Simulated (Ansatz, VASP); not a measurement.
# BeBrF: VASP beside Ansatz, part 3 of 3

Wanted: the spread between two codes on one cell, functional and k mesh. The cell is generated by rule, not measured, and may not be a known phase. The cell is taken from a series of runs on this material, whose earlier steps may have relaxed, scaled, displaced or heated it; both programs get it as it stands.

VASP 6.6.1 and Ansatz 0.2.0.

So far: The structure; VASP: zone-centre phonons, PBEsol.

The structure was built from a prototype and need not be the compound's stable phase.

### Step 3. Ansatz: zone-centre phonons, PBEsol

Level of this step: Ansatz beside VASP: Kohn-Sham DFT, plane waves, PBEsol (Ansatz).

Ansatz runs on its default PAW (the set named soft_2) files.

The same cell, functional and mesh now go to Ansatz, which takes its cutoff from its data sets.

Contents of input.yaml:

```yaml
crystal:
  lattice:
    - [3.4587288995, -2.604632074, -0.0105656274]
    - [3.4587288995, 2.604632074, -0.0105656274]
    - [-0.1372543375, 0.0, 8.4223926814]
  atoms:
    - { symbol: Be, position: [0.5654782046, 0.5654782046, 0.8831214115] }
    - { symbol: Be, position: [0.4345217954, 0.4345217954, 0.1168785885] }
    - { symbol: Br, position: [0.2735529408, 0.2735529408, 0.3084416751] }
    - { symbol: Br, position: [0.7264470592, 0.7264470592, 0.6915583249] }
    - { symbol: F, position: [0.7136567518, 0.2863432482, 0.0] }
    - { symbol: F, position: [0.2863432482, 0.7136567518, 0.0] }
kpoints:
  mp_grid: { grid: [6, 6, 4] }
hamiltonian:
  xc: pbesol
scf:
  occupations: { method: fixed }
output:
  eigenvalues: true
phonons:
  method: dfpt
  dielectric: true
  rigid_motions: translations
```

Launch:

```console
$ ansatz run input.yaml --threads 8 --pin off --max-ram 14336MiB --backend cpu --events-out ev --progress --plain --runs-dir out
```

Numbers of over 12 decimals in the logs are rounded to 6 here.

What it wrote:

```text
Engine: ansatz 0.2.0, x86_64-unknown-linux-gnu
Pseudopotentials: kind: paw
Pseudopotential: Be, paw, valence charge 2, recommended cutoff 420 eV (normal), Be.paw.azcp
Pseudopotential: Br, paw, valence charge 7, recommended cutoff 420 eV (normal), Br.paw.azcp
Pseudopotential: F, paw, valence charge 7, recommended cutoff 420 eV (normal), F.paw.azcp
Functional definition: PBEsol
  exchange = pbesol_x
  correlation = pbesol_c
Crystal: 6 atoms, lattice volume = 151.742 Å³
Basis set: ecut = 420 eV, 2957 PW (Γ), exchange–correlation on 60×60×120 points (8 copies of the dense FFT grid, shifted against one another)
Bands: 22, of which v1, the nominal top of the filled ones, is band 16 counted from 1 (15 counted from 0)
Symmetry: 4 space group operations
k-points: 76 of 144 (irreducible under 1 space group operation, time reversal used)
Non-local potential: Be, projectors of the file, l = 0: 2, l = 1: 2, l = 2: 1
Non-local potential: Br, projectors of the file, l = 0: 2, l = 1: 2, l = 2: 2
Non-local potential: F, projectors of the file, l = 0: 2, l = 1: 2, l = 2: 1
PAW form: soft (Blöchl's): semilocal exchange-correlation on the pseudo side does not see the compensation charge
PAW frozen core: Be, regenerated for the run's functional, and the local potential with it (the file was generated under x = pbe(κ = 0.804, μ = 0.219515), c = pbe(β = 0.066725))
PAW frozen core: Br, regenerated for the run's functional, and the local potential with it (the file was generated under x = pbe(κ = 0.804, μ = 0.219515), c = pbe(β = 0.066725))
PAW frozen core: F, regenerated for the run's functional, and the local potential with it (the file was generated under x = pbe(κ = 0.804, μ = 0.219515), c = pbe(β = 0.066725))
PAW one-centre angular grid: Be, 110 points (default); XC on 64 Gauss nodes
PAW one-centre angular grid: Br, 110 points (default); XC on 64 Gauss nodes
PAW one-centre angular grid: F, 110 points (default); XC on 64 Gauss nodes
Initial density: superposition of atomic densities (neutral atoms: chi_scale 0, normalization atom), corrected by the library's trained network
Initial wavefunctions: pseudopotential atomic-orbital guess
Functional: x = pbesol(κ = 0.804, μ = 0.123457), c = pbesol(β = 0.046)
SCF iter   1: F=—  HF=-7259.929598 eV  |F-HF|=—  |Δ(HF+E_count)|=         —  Δρ=7.12e-3  dr2=6.64e-2  ethr=1.77e-3  ⟨swp⟩=6.5  Hψ=8602  notcnv=0  defer=301
preconditioner: auto → Resta (q_TF=auto, 2.105 Å⁻¹)  ε∞=2.8  [insulator: Δε(μ)=4.346 eV  Ē_g=11.807 eV  n_scr=22 (ndim 8)  ℏωp=16.0 eV  f_vac=0.179  ε∞_Penn≈2.8]
SCF iter   2: F=—  HF=-7259.912713 eV  |F-HF|=—  |Δ(HF+E_count)|=   1.69e-2  Δρ=1.94e-3  dr2=3.53e-3  ethr=2.07e-4  ⟨swp⟩=2.5  Hψ=3698  notcnv=0  defer=304
SCF iter   3: F=—  HF=-7259.912226 eV  |F-HF|=—  |Δ(HF+E_count)|=   4.87e-4  Δρ=6.88e-4  dr2=1.06e-3  ethr=1.10e-5  ⟨swp⟩=2.1  Hψ=2639  notcnv=0  defer=304
SCF iter   4: F=—  HF=-7259.912331 eV  |F-HF|=—  |Δ(HF+E_count)|=   1.05e-4  Δρ=2.51e-4  dr2=1.14e-4  ethr=3.32e-6  ⟨swp⟩=2.0  Hψ=2567  notcnv=0  defer=304
SCF iter   5: F=—  HF=-7259.912340 eV  |F-HF|=—  |Δ(HF+E_count)|=   8.79e-6  Δρ=5.73e-5  dr2=6.91e-6  ethr=3.55e-7  ⟨swp⟩=2.0  Hψ=2451  notcnv=0  defer=304
SCF iter   6: F=—  HF=-7259.912352 eV  |F-HF|=—  |Δ(HF+E_count)|=   1.25e-5  Δρ=1.32e-5  dr2=3.29e-7  ethr=2.16e-8  ⟨swp⟩=2.0  Hψ=2623  notcnv=0  defer=265
SCF iter   7: F=—  HF=-7259.912353 eV  |F-HF|=—  |Δ(HF+E_count)|=   2.22e-7  Δρ=4.43e-6  dr2=4.35e-8  ethr=1.03e-9  ⟨swp⟩=2.3  Hψ=2444  notcnv=0  defer=213
SCF iter   8: F=—  HF=-7259.912353 eV  |F-HF|=—  |Δ(HF+E_count)|=   8.94e-8  Δρ=8.10e-7  dr2=1.47e-9  ethr=1.36e-10  ⟨swp⟩=2.0  Hψ=2624  notcnv=0  defer=213
SCF iter   9: F=-7259.912353 eV  HF=-7259.912353 eV  |F-HF|=6.46e-11  |Δ(HF+E_count)|=   1.69e-9  Δρ=1.74e-7  dr2=7.28e-11  ethr=1.00e-12  ⟨swp⟩=13.7  Hψ=14025  notcnv=0
SCF 1 converged in 9 iterations: F = -7259.912353 eV  dr2 = 7.28e-11
  greatest PAW one-centre occupation: 0.929 electrons in one spin orbital (limit 2), on the F atom at site 5 (counted from 0), in its partial waves of l = 0
NSCF: frozen V_eff on 3 k-points
DFPT response loops at Γ: preconditioner auto → none (the input reference at scf.mixing.eps_inf says where Resta's filter doesn't serve); β = 0.50; Broyden in place of MSR1
SCF converged after 9 iterations
Free energy (F): -7259.912353 eV
Harris-Foulkes:  -7259.912353 eV  (|F-HF|=6.46e-11)
Internal energy: -7259.912353 eV  (E = F + TS)
E sigma→0 (E₀):  -7259.912353 eV
Fermi energy:    -0.843819 eV
--- Per-component energies (eV) ---
  E_band       = -257.849606
  E_kinetic    = 717.504250
  E_local      = -2720.958705  (includes V_loc(G=0)·N_el)
  E_nonlocal   = 298.752991
  E_hartree    = 1026.544775
  E_xc         = -716.421838
  E_vxc        = -447.749582  (∫ρ·V_xc dr)
  E_paw        = -4908.136888  (= ΣΔE_a)
  E_vpaw       = -158.492326  (= ΣTr[D̂ρ^β])
  E_aug_tail   = 0.004079  (compensation charges beyond the density's cutoff)
  E_ewald      = -957.489504
  E_core_change = 0.288489  (= ΣΔE_core)
  E_smearing   = -0.000000  (= −TS)
  E_closure    = -0.000000  (closes the sum)
  Σ components = -7259.912353   (vs F -7259.912353, Δ=0.00e0)
--- Band table (eV; the first three rows and the last of 76) ---
  k-point 0: bands = [... 12 lower, -1.1815, -1.0474, -0.9396, -0.9224, 3.4186, 4.4808, 5.1422, 7.0985, ... 2 higher]
  k-point 1: bands = [... 12 lower, -1.1707, -1.0905, -0.9681, -0.8763, 3.6415, 4.4759, 5.0827, 6.6133, ... 2 higher]
  k-point 2: bands = [... 12 lower, -1.1570, -1.1199, -0.9986, -0.8438, 3.9679, 4.4130, 5.0021, 6.0805, ... 2 higher]
  k-point 75: bands = [... 12 lower, -1.6068, -1.5938, -1.4808, -1.3986, 5.0263, 5.2231, 6.9109, 7.1042, ... 2 higher]
--- Phonons (Γ-DFPT): 9 representative perturbations + reference, on 76 of 144 k-points (Σ response iterations 33) ---
  k mesh reduced under 1 symmetry operation, with k and −k counted as one. Each operation leaves every solved perturbation unchanged. A smaller set is not considered because the run solves the response to a homogeneous field
  ASR residual: 1.372e-4 → 0.000e0 eV/Å²; symmetrization residual: 4.409e-6 eV/Å²
  ASR residual per site (eV/Å²): 3.74e-5 3.74e-5 1.37e-4 1.37e-4 4.57e-6 4.57e-6
  Γ frequencies (cm⁻¹): -30.50 0.00 0.00 0.00 34.00 68.80 71.93 76.27 162.53 208.49 259.64 347.50 415.27 559.26 603.45 773.97 884.76 1027.06
  ε∞ (high-frequency dielectric tensor):
        2.264115     0.000000    -0.119565
        0.000000     2.170099    -0.000000
       -0.119565    -0.000000     2.301771
  softest optical mode at Γ: -30.50 cm⁻¹; the repairs (sum rule, projections) moved no ω² at Γ by more than (1.91 cm⁻¹)²
  Born effective charges Z* (e; rows j = field, columns β = displacement):
    site 0:
         1.38737    0.00000   -0.61212
         0.00000    1.28786   -0.00000
        -0.62689   -0.00000    1.91091
    site 1:
         1.38737    0.00000   -0.61212
         0.00000    1.28786   -0.00000
        -0.62689   -0.00000    1.91091
    site 2:
        -0.69849   -0.00000    0.27276
        -0.00000   -0.46104    0.00000
         0.26298    0.00000   -0.71213
    site 3:
        -0.69849   -0.00000    0.27276
        -0.00000   -0.46104    0.00000
         0.26298    0.00000   -0.71213
    site 4:
        -0.68887   -0.00000    0.33936
        -0.00000   -0.82682    0.00000
         0.36391    0.00000   -1.19878
    site 5:
        -0.68887   -0.00000    0.33936
        -0.00000   -0.82682    0.00000
         0.36391    0.00000   -1.19878
  Z* charge neutrality: 3.775e-5 e pre-enforcement
  k-mesh period / interband length: 26.0 Å / 1.28 Å = 20.23 at k = (0.0000, 0.0000, 0.0000), direct gap 4.341 eV — 14 or more, which is no proof of convergence
  optical modes at Γ without the LO–TO term, one row a degenerate level:
      ω (cm⁻¹)  modes    IR ((D/Å)²/amu)
        -30.50      1             0.0000
         34.00      1             0.0000
         68.80      1             0.0000
[...]
optical modes at Γ + LO–TO along q̂ = [1.0000, 0.0000, 0.0000]:
      ω (cm⁻¹)  modes    IR ((D/Å)²/amu)
[...]
optical modes at Γ + LO–TO along q̂ = [0.0000, 1.0000, 0.0000]:
      ω (cm⁻¹)  modes    IR ((D/Å)²/amu)
[...]
optical modes at Γ + LO–TO along q̂ = [0.0000, 0.0000, 1.0000]:
      ω (cm⁻¹)  modes    IR ((D/Å)²/amu)
[...]
259.64      1             0.0000
        347.52      1             0.7346
        419.90      1             5.0908
        559.26      1             0.0000
        603.45      1             0.0000
        773.97      1             9.8753
        964.60      1            32.2645
       1027.06      1             0.0000
```

The column dr2 measures how far the density is from self-consistency, as an energy; F and HF (Harris–Foulkes) agree once it is small.

### Step 4. Differences

Known differences besides the potentials themselves: fixed occupations in Ansatz, narrow Gaussian smearing in VASP; the cutoff is 420 eV in Ansatz and 600 eV in VASP; Ansatz makes its cores anew for this functional, VASP keeps those of its PBE data sets. Total energies have different zeros and are not compared.

Both answers:

```csv
quantity,Ansatz,VASP,difference
ε∞ xx,2.26,2.27,-0.07 %
ε∞ yy,2.17,2.17,-0.02 %
ε∞ zz,2.30,2.30,+0.00 %
Born charge of Be1 (mean of the diagonal) (e),1.53,1.52,0.00
Born charge of Br3 (mean of the diagonal) (e),-0.62,-0.62,0.00
Born charge of F5 (mean of the diagonal) (e),-0.90,-0.91,0.00
"optical mode 1 (imaginary, printed as negative) (cm⁻¹)",-30.5,-39.4,+8.9
optical mode 2 (cm⁻¹),34.0,33.9,+0.1
optical mode 3 (cm⁻¹),68.8,56.7,+21.39 %
optical mode 4 (cm⁻¹),71.9,70.4,+2.22 %
optical mode 5 (cm⁻¹),76.3,75.0,+1.72 %
optical mode 6 (cm⁻¹),162.5,162.0,+0.33 %
optical mode 7 (cm⁻¹),208.5,201.1,+3.68 %
optical mode 8 (cm⁻¹),259.6,251.0,+3.44 %
optical mode 9 (cm⁻¹),347.5,346.2,+0.38 %
optical mode 10 (cm⁻¹),415.3,410.4,+1.20 %
optical mode 11 (cm⁻¹),559.3,564.5,-0.93 %
optical mode 12 (cm⁻¹),603.5,599.6,+0.64 %
optical mode 13 (cm⁻¹),774.0,770.9,+0.39 %
optical mode 14 (cm⁻¹),884.8,891.7,-0.78 %
optical mode 15 (cm⁻¹),1027.1,1035.4,-0.80 %
```

Modes are paired by rising frequency, not by their patterns, so a pair may set unlike modes beside each other; they are those without the splitting of longitudinal modes.

### Step 5. Summary of results

```yaml
r_m_s_difference_of_the_optical_zone_centre_modes_each_program_s_sorted_by_frequency_zone_centre_phonons_pbesol: 6.1 cm⁻¹
difference_in_optical_mode_3_zone_centre_phonons_pbesol: +21.4 %
```

**Reading.** The r.m.s. difference of the optical zone-centre modes, each program's sorted by frequency is 6.1 cm⁻¹ (zone-centre phonons, PBEsol). Among the rows given in per cent, the largest difference of the zone-centre phonons, PBEsol pair is in optical mode 3, +21.4 %. What causes the difference of the zone-centre phonons, PBEsol pair stays open here. How closely two codes agree says nothing of how well the functional describes the real material.

[Lines on the potential files, build, host, timing and source positions are cut from VASP's logs without a mark.]

[Logs are printed without paths, hosts, clocks, repeated set-up lines and the standing remarks that a program may print on its own settings, such as how far it seeks lower states.]

[Hosts, paths, dates, database ids (printed as entryN), source tags and the programs' standing remarks are cut or masked in the printed files.]
